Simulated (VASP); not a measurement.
Input:

```
CELL_PARAMETERS angstrom
      1.78794    -3.09680     0.00000
      1.78794     3.09680     0.00000
      0.00000     0.00000     5.61302
ATOMIC_POSITIONS crystal
  Tl 0.33333 0.66667 0.25000
  Tl 0.66667 0.33333 0.75000
```

Calculation: r2SCAN meta-GGA, VASP's PBE PAW potentials (set 64) (plane waves; VASP). Run with 520 eV cut-off, 12×12×7 Γ-centred mesh, first-order Methfessel-Paxton smearing of 0.10 eV, potentials Tl_d.

**Question.** The ions and cell shape at fixed volume are relaxed. Give the cell that the relaxation ends in.

**Answer.** 
```
CELL_PARAMETERS angstrom
      1.81070    -3.13622     0.00000
      1.81070     3.13622     0.00000
      0.00000     0.00000     5.47278
ATOMIC_POSITIONS crystal
  Tl 0.33333 0.66667 0.25000
  Tl 0.66667 0.33333 0.75000
```
Space group P6_3/mmc (194), at a tolerance of 0.03 Å.

**Question.** How much energy does the relaxation gain?

**Answer.** The energy (σ→0) changes by -3.5 meV/atom, in 4 ionic steps.

The compound is Tl in the hcp structure. This cell is one point of a volume scan, at 1.03 of the reference volume. Symmetry was kept, so distortions that lower it aren't found.
